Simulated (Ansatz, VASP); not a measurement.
# Co in two plane-wave programs

Wanted: the spread between two codes on one cell, functional and k mesh. The cell is taken from a series of runs on this material, whose earlier steps may have relaxed, scaled, displaced or heated it; both programs get it as it stands.

Method: plane waves, with VASP 6.6.1 beside it; r2SCAN, in Ansatz 0.2.0.

### 1. Starting point

Symmetry: P6_3/mmc, No. 194, hexagonal system. Conventional cell: a = 2.511 Å, b = 2.511 Å, c = 8.221 Å, α = 90.00°, β = 90.00°, γ = 120.00°. Co has 12 Co at 2.51 to 2.52 Å nearest. Nearest to Co lie 12 Co at 2.51 to 2.52 Å.

### 2. Ansatz: single point, r2SCAN, pair 1

Ansatz runs on its default PAW (the set named soft_2) files.

With cell and atoms fixed, the geometry can't cause a difference; cores, projectors, grids and the points listed under the comparison can.

Contents of input.yaml:

```yaml
crystal:
  lattice:
    - [2.51106999, 0.0, 0.0]
    - [-1.255535, 2.1746504, 0.0]
    - [0.0, 0.0, 8.22085137]
  atoms:
    - { symbol: Co, position: [0.0, 0.0, 0.0], spin: 2.0 }
    - { symbol: Co, position: [0.33333333, 0.66666667, 0.25], spin: 2.0 }
    - { symbol: Co, position: [0.0, 0.0, 0.5], spin: 2.0 }
    - { symbol: Co, position: [0.66666667, 0.33333333, 0.75], spin: 2.0 }
magnetization:
  spin_polarized: true
kpoints:
  mp_grid: { grid: [19, 19, 5] }
hamiltonian:
  xc: r2scan
scf:
  occupations: { method: fermi_dirac, width: 0.1 }
  max_iter: 120
  convergence: { dr2_threshold: 1.0e-08 }
basis:
  ecutwfc: 500.0
output:
  stress: true
```

Command:

```bash
> ansatz run input.yaml --threads 1 --pin off --max-ram 2048MiB --backend cpu --events-out ev --progress --plain --runs-dir out
```

Numbers of over 12 decimals in the logs are rounded to 6 here.

The log of the run:

```text
Warning: output.stress: scf.convergence.dr2_threshold = 1e-8 eV is looser than the 4e-10 eV advised for a printed stress (1e-10 eV for each atom of the cell: 4). What an SCF threshold leaves in a stress goes as its square root, and in the free energy as the threshold itself, and one threshold admits the most on a small cell: [figures from the program's tests cut] Set scf.convergence.dr2_threshold to 4e-10 eV or tighter. The threshold is an SCF's pass mark: one that does not reach it within its budget of iterations ends unconverged, or closes short of it on a stop that the run arms, and scf.convergence.dr2_threshold's page says what that costs each kind of run
Engine: ansatz 0.2.0, aarch64-unknown-linux-gnu
Pseudopotentials: kind: paw
Pseudopotential: Co, paw, valence charge 17, recommended cutoff 500 eV (meta_gga), Co.paw.azcp
Functional definition: r2SCAN
  parameter k0 = 0.174
  parameter k1 = 0.065
  parameter a1 = 4.9479
  exchange = r2scan_x(k0 = k0, k1 = k1, a1 = a1)
  correlation = r2scan_c
Crystal: 4 atoms, lattice volume = 44.892 Å³
Basis set: ecut = 500 eV, 1151 PW (Γ), exchange–correlation on 80×80×240 points (64 copies of the dense FFT grid, shifted against one another)
Bands: 46, of which v1, the nominal top of the filled ones, is band 34 counted from 1 (33 counted from 0)
Symmetry: 24 space group operations
Space group: P63/mmc (ITA 194), of the structure as read, at distance tolerance 3.6e-5 Å
Magnetic group: BNS 194.263 (UNI 1493), of the structure as read, at distance tolerance 3.6e-5 Å
k-points: 120 of 1805
Non-local potential: Co, projectors of the file, l = 0: 3, l = 1: 2, l = 2: 3, l = 3: 1
PAW form: soft (Blöchl's): semilocal exchange-correlation on the pseudo side does not see the compensation charge
PAW frozen core: Co, regenerated for the run's functional (the file was generated under x = pbe(κ = 0.804, μ = 0.219515), c = pbe(β = 0.066725))
PAW one-centre angular grid: Co, 590 points (default); XC on 160 Gauss nodes
Initial density: superposition of atomic densities (chi_scale 0.1, normalization cell)
Starting moments: Σ|m| = 8 μB on 4 of 4 sites
Initial wavefunctions: pseudopotential atomic-orbital guess
Functional: x = r2scan, c = r2scan; τ floored in thin density (d = 2e-4 eV/Å³)
SCF iter   1: F=—  HF=-20524.316457 eV  |F-HF|=—  |Δ(HF+E_count)|=         —  Δρ=1.03e-1 (↑1.07e-2 ↓1.03e-1)  dr2=3.31e0  dr2_τ=3.35e-2  dr2_m=9.30e-1  M=7.766 μB ∫|m|=8.205 μB  β_m=1.00  ethr=3.10e-3  ⟨swp⟩=6.0  Hψ=37010  notcnv=0  defer=80
Mixer restart at iter 1: flushing history
preconditioner: auto → Kerker (q_TF=auto, 2.924 Å⁻¹)  [metal: Δε(μ)=0.006 eV  Ē_g=9.481 eV  σ=0.100 eV  W_gap=0.01  n_scr=12 (ndim 8)  ℏωp=33.3 eV  f_vac=0.000  D(μ)=3.45/eV (n_scr^D=50)]
spin=Collinear: Kerker preconditioning applied to the charge; magnetization (m = ρ↑ − ρ↓) channel mixes plain (no charge-response kernel on spin).
SCF iter   2: F=—  HF=-20523.746831 eV  |F-HF|=—  |Δ(HF+E_count)|=   5.70e-1  Δρ=2.37e-2 (↑8.17e-3 ↓2.37e-2)  dr2=2.31e-1  dr2_τ=2.89e-2  dr2_m=6.12e-2  M=7.631 μB ∫|m|=8.530 μB  β_m=1.00  ethr=3.10e-3  ⟨swp⟩=2.2  Hψ=17627  notcnv=0  defer=534  κ⁻¹=1.0e0(r=1)
SCF iter   3: F=—  HF=-20524.370643 eV  |F-HF|=—  |Δ(HF+E_count)|=         —  Δρ=4.24e-2 (↑1.16e-2 ↓4.24e-2)  dr2=5.07e-1  dr2_τ=2.64e-3  dr2_m=2.32e-1  M=8.172 μB ∫|m|=9.235 μB  β_m=1.00  ethr=3.40e-4  ⟨swp⟩=2.4  Hψ=16917  notcnv=0  defer=535
Mixer restart at iter 3: flushing history
SCF iter   4: F=—  HF=-20526.119538 eV  |F-HF|=—  |Δ(HF+E_count)|=    1.75e0  Δρ=6.93e-2 (↑3.18e-2 ↓6.93e-2)  dr2=2.29e0  dr2_τ=7.80e-3  dr2_m=1.75e-1  M=7.483 μB ∫|m|=8.688 μB  β_m=1.00  ethr=7.35e-5  ⟨swp⟩=2.5  Hψ=24013  notcnv=0  defer=535
SCF iter   5: F=—  HF=-20525.988623 eV  |F-HF|=—  |Δ(HF+E_count)|=   1.31e-1  Δρ=2.35e-2 (↑1.68e-2 ↓2.35e-2)  dr2=4.48e-1  dr2_τ=2.50e-2  dr2_m=5.26e-3  M=7.425 μB ∫|m|=8.631 μB  β_m=1.00  ethr=7.35e-5  ⟨swp⟩=2.7  Hψ=24312  notcnv=0  defer=544  κ⁻¹=1.0e0(r=1)
SCF iter   6: F=—  HF=-20526.117775 eV  |F-HF|=—  |Δ(HF+E_count)|=   1.29e-1  Δρ=8.05e-3 (↑6.52e-3 ↓8.05e-3)  dr2=7.78e-2  dr2_τ=3.76e-4  dr2_m=3.66e-4  M=7.373 μB ∫|m|=8.576 μB  β_m=1.00  ethr=7.35e-5  ⟨swp⟩=2.0  Hψ=22111  notcnv=0  defer=546  κ⁻¹=4.6e-2(r=2)
SCF iter   7: F=—  HF=-20526.139471 eV  |F-HF|=—  |Δ(HF+E_count)|=   2.17e-2  Δρ=4.79e-3 (↑3.98e-3 ↓4.79e-3)  dr2=2.77e-2  dr2_τ=3.62e-4  dr2_m=1.82e-4  M=7.339 μB ∫|m|=8.533 μB  β_m=1.00  ethr=7.35e-5  ⟨swp⟩=2.2  Hψ=14652  notcnv=0  defer=546  κ⁻¹=1.2e-3(r=3)
SCF iter   8: F=—  HF=-20526.121317 eV  |F-HF|=—  |Δ(HF+E_count)|=   1.82e-2  Δρ=3.76e-3 (↑2.97e-3 ↓3.76e-3)  dr2=6.01e-3  dr2_τ=1.91e-4  dr2_m=1.04e-4  M=7.280 μB ∫|m|=8.446 μB  β_m=1.00  ethr=4.07e-5  ⟨swp⟩=2.0  Hψ=19581  notcnv=0  defer=546  κ⁻¹=1.9e-4(r=4)
[...]
SCF iter  13: F=—  HF=-20526.137011 eV  |F-HF|=—  |Δ(HF+E_count)|=   1.73e-4  Δρ=2.29e-4 (↑1.46e-4 ↓2.29e-4)  dr2=3.73e-5  dr2_τ=2.45e-7  dr2_m=9.38e-7  M=7.309 μB ∫|m|=8.475 μB  β_m=1.00  ethr=8.00e-8  ⟨swp⟩=2.0  Hψ=19324  notcnv=0  defer=546  κ⁻¹=2.7e-6(r=8)
SCF iter  14: F=—  HF=-20526.137199 eV  |F-HF|=—  |Δ(HF+E_count)|=   1.88e-4  Δρ=8.36e-5 (↑5.18e-5 ↓8.36e-5)  dr2=5.01e-6  dr2_τ=3.01e-8  dr2_m=2.25e-7  M=7.312 μB ∫|m|=8.479 μB  β_m=1.00  ethr=5.48e-8  ⟨swp⟩=2.0  Hψ=19061  notcnv=0  defer=546  κ⁻¹=2.4e-6(r=8)
SCF iter  15: F=—  HF=-20526.137213 eV  |F-HF|=—  |Δ(HF+E_count)|=   1.33e-5  Δρ=4.65e-5 (↑3.36e-5 ↓4.65e-5)  dr2=8.07e-7  dr2_τ=2.17e-8  dr2_m=2.98e-8  M=7.314 μB ∫|m|=8.481 μB  β_m=1.00  ethr=7.37e-9  ⟨swp⟩=2.0  Hψ=19293  notcnv=0  defer=546  κ⁻¹=1.1e-6(r=8)
SCF iter  16: F=—  HF=-20526.137200 eV  |F-HF|=—  |Δ(HF+E_count)|=   1.26e-5  Δρ=5.00e-5 (↑2.96e-5 ↓5.00e-5)  dr2=1.28e-6  dr2_τ=1.44e-8  dr2_m=8.29e-8  M=7.312 μB ∫|m|=8.479 μB  β_m=1.00  ethr=1.19e-9  ⟨swp⟩=2.8  Hψ=21462  notcnv=0  defer=546  κ⁻¹=5.9e-6(r=8)
SCF iter  17: F=—  HF=-20526.137211 eV  |F-HF|=—  |Δ(HF+E_count)|=   1.09e-5  Δρ=1.97e-5 (↑1.24e-5 ↓1.97e-5)  dr2=8.03e-8  dr2_τ=3.92e-9  dr2_m=4.54e-8  M=7.313 μB ∫|m|=8.479 μB  β_m=1.00  ethr=1.19e-9  ⟨swp⟩=2.0  Hψ=19290  notcnv=0  defer=546  κ⁻¹=1.4e-6(r=8)
SCF iter  18: F=—  HF=-20526.137212 eV  |F-HF|=—  |Δ(HF+E_count)|=   1.06e-6  Δρ=2.44e-5 (↑9.40e-6 ↓2.44e-5)  dr2=1.61e-7  dr2_τ=2.90e-9  dr2_m=4.78e-8  M=7.313 μB ∫|m|=8.479 μB  β_m=1.00  ethr=1.18e-10  ⟨swp⟩=2.4  Hψ=16808  notcnv=0  defer=546  κ⁻¹=2.1e-6(r=8)
SCF iter  19: F=—  HF=-20526.137218 eV  |F-HF|=—  |Δ(HF+E_count)|=   5.74e-6  Δρ=1.01e-5 (↑6.61e-6 ↓1.01e-5)  dr2=1.93e-8  dr2_τ=8.64e-10  dr2_m=3.83e-9  M=7.314 μB ∫|m|=8.480 μB  β_m=1.00  ethr=1.18e-10  ⟨swp⟩=2.7  Hψ=20908  notcnv=0  defer=546  κ⁻¹=1.5e-6(r=8)
SCF iter  20: F=—  HF=-20526.137218 eV  |F-HF|=—  |Δ(HF+E_count)|=   4.45e-7  Δρ=5.34e-6 (↑4.85e-6 ↓5.34e-6)  dr2=9.70e-9  dr2_τ=4.12e-10  dr2_m=5.12e-10  M=7.314 μB ∫|m|=8.480 μB  β_m=1.00  ethr=2.83e-11  ⟨swp⟩=2.8  Hψ=20674  notcnv=0  defer=546  κ⁻¹=1.2e-5(r=8)
SCF iter  21: F=—  HF=-20526.137218 eV  |F-HF|=—  |Δ(HF+E_count)|=   4.16e-8  Δρ=2.69e-6 (↑2.02e-6 ↓2.69e-6)  dr2=2.24e-9  dr2_τ=5.58e-11  dr2_m=2.12e-10  M=7.314 μB ∫|m|=8.480 μB  β_m=1.00  ethr=1.43e-11  ⟨swp⟩=2.0  Hψ=19477  notcnv=0  defer=546  κ⁻¹=1.6e-5(r=8)
SCF iter  22: F=-20526.137218 eV  HF=-20526.137218 eV  |F-HF|=1.24e-9  |Δ(HF+E_count)|=   1.70e-8  Δρ=1.83e-6 (↑1.20e-6 ↓1.83e-6)  dr2=1.58e-9  dr2_τ=5.27e-11  dr2_m=2.49e-10  M=7.314 μB ∫|m|=8.480 μB  ethr=3.29e-12  ⟨swp⟩=2.3  Hψ=35985  notcnv=0
SCF 1 converged in 22 iterations: F = -20526.137218 eV  dr2 = 1.58e-9
  greatest PAW one-centre occupation: 1.004 electrons in one spin orbital (limit 2), on the Co atom at site 0 (counted from 0), in its partial waves of l = 1
this state was not tested for a lower state beside it, because the mixer in use, unlike msr1, does not test its closes by its own steps (another_mixer; see scf.mixing.algorithm and scf.lower_state_search)
SCF converged after 22 iterations
Magnetization: 7.3141 μB (37.6570 up, 30.3430 down)
Absolute magnetization: 8.4854 μB (∫|ρ↑−ρ↓|, with the PAW one-centre terms)
Spin contamination: 0.2625 ħ² per cell (⟨S²⟩ above its minimum at these occupations)
Per-site moments (μB) at R_I (Å): [(1.940006, 1.035816), (1.973404, 1.035816), (1.940006, 1.035816), (1.973404, 1.035816)]
Free energy (F): -20526.137218 eV
Harris-Foulkes:  -20526.137218 eV  (|F-HF|=1.24e-9)
Internal energy: -20526.034904 eV  (E = F + TS)
E sigma→0 (E₀):  -20526.086061 eV
Entropy (-TS):   -0.102314 eV (-25.579 meV/atom)
Fermi energy:    18.148161 eV
--- Per-component energies (eV) ---
  E_band       = -1124.851100
  E_kinetic    = 1811.013633
  E_local      = -11526.448631  (includes V_loc(G=0)·N_el)
  E_nonlocal   = 1824.864632
  E_hartree    = 4825.847760
  E_xc         = -628.903719
  E_vxc        = -917.278386  (∫ρ·V_xc dr)
  E_paw        = -6094.411367  (= ΣΔE_a)
  E_vpaw       = -2027.404637  (= ΣTr[D̂ρ^β])
  E_aug_tail   = 0.000151  (compensation charges beyond the density's cutoff)
  E_vtau       = 58.703338  (kinetic-family band-sum trace: ∫τ·v_τ [+ j·A + Jᵃ·Aᵃ] dr)
  E_ewald      = -10736.816538
  E_core_change = -1.180825  (= ΣΔE_core)
  E_smearing   = -0.102314  (= −TS)
  E_closure    = -0.000000  (closes the sum)
  Σ components = -20526.137218   (vs F -20526.137218, Δ=0.00e0)
--- Stress (GPa, compression-positive) ---
       -9.055636       0.000000      -0.000000
        0.000000      -9.055636       0.000000
       -0.000000       0.000000      -9.587469
  P = ⅓ Tr σ = -9.2329 GPa (-92.329 kbar)
```

In the SCF lines HF is the Harris–Foulkes energy and dr2 the Hartree energy of the density residual, in eV; the loop may stop once dr2 is under the threshold and the program's other checks hold. Hψ counts applications of the Hamiltonian.

The run ends at a pressure of -9.23 GPa.

### 3. VASP: single point, r2SCAN, pair 1

The same cell, functional, mesh and smearing now go to VASP, with its own data sets.

Lines of VASP's logs that name or quote its potential files are left out, and so is its time.

Contents of INCAR:

```
SYSTEM = Co
PREC = Accurate
ENCUT = 660
EDIFF = 1E-06
NELM = 200
ISMEAR = -1
SIGMA = 0.1
LREAL = .FALSE.
ALGO = Normal
METAGGA = R2SCAN
LASPH = .TRUE.
NBANDS = 31
ISPIN = 2
MAGMOM = 1.94 1.97 1.94 1.97
LMAXMIX = 4
LORBIT = 11
LWAVE = .FALSE.
LCHARG = .FALSE.
ISIF = 2
GGA_COMPAT = .FALSE.
LMIXTAU = .TRUE.
KPAR = 2
```

Contents of POSCAR:

```
Co
1.0
    2.5110699900      0.0000000000      0.0000000000
   -1.2555350000      2.1746504000      0.0000000000
    0.0000000000      0.0000000000      8.2208513700
Co
4
Direct
    0.0000000000      0.0000000000      0.0000000000
    0.3333333333      0.6666666667      0.2500000000
    0.0000000000      0.0000000000      0.5000000000
    0.6666666667      0.3333333333      0.7500000000
```

Contents of KPOINTS:

```
Automatic mesh
0
Gamma
19 19 5
0 0 0
```

The projector-augmented-wave data sets are Co (PBE family, release 64).

Command:

```bash
> mpirun -np 2 vasp_std
```

The log of the run:

```text
[banner, memory and clock lines left out]
running    2 mpi-ranks, on    1 nodes
 distrk:  each k-point on    1 cores,    2 groups
 distr:  one band on    1 cores,    1 groups

 POSCAR found type information on POSCAR Co
 POSCAR found :  1 types and       4 ions
|                                                                             |
|               ----> ADVICE to this user running VASP <----                  |
|                                                                             |
|     You enforced a specific xc type in the INCAR file but a different       |
|     [... a line on the potential file left out ...]
|     I HOPE YOU KNOW WHAT YOU ARE DOING!                                     |
|                                                                             |

 LDA part: xc-table for (None), standard interpolation
 POSCAR, INCAR and KPOINTS ok, starting setup
 FFT: planning ... GRIDC
 FFT: planning ... GRID_SOFT
 FFT: planning ... GRID
 WAVECAR not read
 entering main loop
       N       E                     dE             d eps       ncg     rms          rms(c)
DAV:   1     0.243765034505E+03    0.24377E+03   -0.18368E+04 15000   0.189E+03
DAV:   2    -0.431058836534E+02   -0.28687E+03   -0.26617E+03 14901   0.341E+02
DAV:   3    -0.627311326319E+02   -0.19625E+02   -0.18460E+02 16546   0.119E+02
DAV:   4    -0.631050585430E+02   -0.37393E+00   -0.37320E+00 18612   0.157E+01
DAV:   5    -0.631226743530E+02   -0.17616E-01   -0.17614E-01 21323   0.259E+00    0.241E+01
DAV:   6    -0.559804550226E+02    0.71422E+01   -0.42629E+01 16630   0.992E+01    0.148E+01
DAV:   7    -0.526360906260E+02    0.33444E+01   -0.47724E+00 17389   0.354E+01    0.796E+00
DAV:   8    -0.536774189710E+02   -0.10413E+01   -0.43721E+00 18929   0.458E+01    0.154E+01
DAV:   9    -0.528028423080E+02    0.87458E+00   -0.21775E+00 18811   0.346E+01    0.319E+00
DAV:  10    -0.528299655270E+02   -0.27123E-01   -0.27065E-01 18701   0.683E+00    0.845E-01
DAV:  11    -0.528428960969E+02   -0.12931E-01   -0.35051E-02 17801   0.165E+00    0.462E-01
DAV:  12    -0.528494455029E+02   -0.65494E-02   -0.62512E-03 25064   0.787E-01    0.238E-01
DAV:  13    -0.528551807982E+02   -0.57353E-02   -0.52476E-03 21237   0.707E-01    0.169E-01
DAV:  14    -0.528559196993E+02   -0.73890E-03   -0.34734E-03 22628   0.604E-01    0.132E-01
DAV:  15    -0.528569242630E+02   -0.10046E-02   -0.15513E-03 21292   0.523E-01    0.519E-02
DAV:  16    -0.528570364113E+02   -0.11215E-03   -0.42740E-04 23075   0.196E-01    0.534E-02
DAV:  17    -0.528570262203E+02    0.10191E-04   -0.84974E-05 18005   0.138E-01    0.126E-02
DAV:  18    -0.528570334627E+02   -0.72423E-05   -0.13194E-05 17369   0.346E-02    0.733E-03
DAV:  19    -0.528570343237E+02   -0.86099E-06   -0.25802E-06 13189   0.168E-02
   1 F= -.52857034E+02 E0= -.52805007E+02  d E =-.104054E+00  mag=     7.2625
```

[end of part 1 of 2]

[Lines on the potential files, build, host, timing and source positions are cut from VASP's logs without a mark.]

[Logs are printed without paths, hosts, clocks, repeated set-up lines and the standing remarks that a program may print on its own settings, such as how far it seeks lower states.]

[Hosts, paths, dates, database ids (printed as entryN), source tags and the programs' standing remarks are cut or masked in the printed files.]
